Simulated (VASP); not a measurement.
An input for Ansatz (written as the equivalent of a VASP run, and not itself run):

Ansatz 0.2 input:
```yaml
crystal:
  lattice:
    - [2.0420443, -3.5369240, 0.0000000]
    - [2.0420443, 3.5369240, 0.0000000]
    - [0.0000000, 0.0000000, 5.3828961]
  atoms:
    - { symbol: Te, position: [0.3333330, 0.6666670, 0.2532537] }
    - { symbol: Te, position: [0.6666670, 0.3333330, 0.7467463] }
    - { symbol: Pt, position: [1.0000000, 0.0000000, 0.0000000] }
kpoints:
  mp_grid: { grid: [8, 8, 6] }
hamiltonian:
  xc: pbe
  pseudopotentials: { kind: paw }
scf:
  occupations: { method: methfessel_paxton, width: 0.1 }
  max_iter: 100
output: { forces: true, stress: true, eigenvalues: true }
```

**Question.** Write the VASP files for the same calculation (PBE).

**Answer.** Several could match; the one computed here: 
File KPOINTS:
```
Automatic mesh
0
Gamma
8 8 6
0 0 0
```

### POSCAR
```
PtTe2
1
    2.0420442728    -3.5369240395     0.0000000000
    2.0420442728     3.5369240395     0.0000000000
    0.0000000000     0.0000000000     5.3828961493
Te Pt
2 1
Direct
  0.3333330000   0.6666670000   0.2532536972
  0.6666670000   0.3333330000   0.7467463028
  1.0000000000   0.0000000000   0.0000000000
```

**INCAR**
```
SYSTEM  =  PtTe2
PREC  =  Accurate; ENCUT  =  480; LREAL  =  .False.
LASPH  =  .True.
EDIFF  =  1E-7; NELM  =  100; ALGO  =  Normal
LMAXMIX  =  6
ISMEAR  =  1; SIGMA  =  0.1
GGA  =  PE
ISIF  =  2
LWAVE  =  .False.; LCHARG  =  .False.
```

POTCAR, in this order: Te Pt (PBE.64 set). Program: vasp_std.

What does not carry over: each code has its own PAW files, so the cut-off isn't converted (ENCUT is set for VASP's; basis.ecutwfc is left out, and Ansatz then takes the one that its files recommend); Ansatz stops its SCF on the density residual and VASP on the energy change (EDIFF).

The compound is PtTe2 in the 1T layered structure. It was relaxed first, which changed the volume by +6 %.
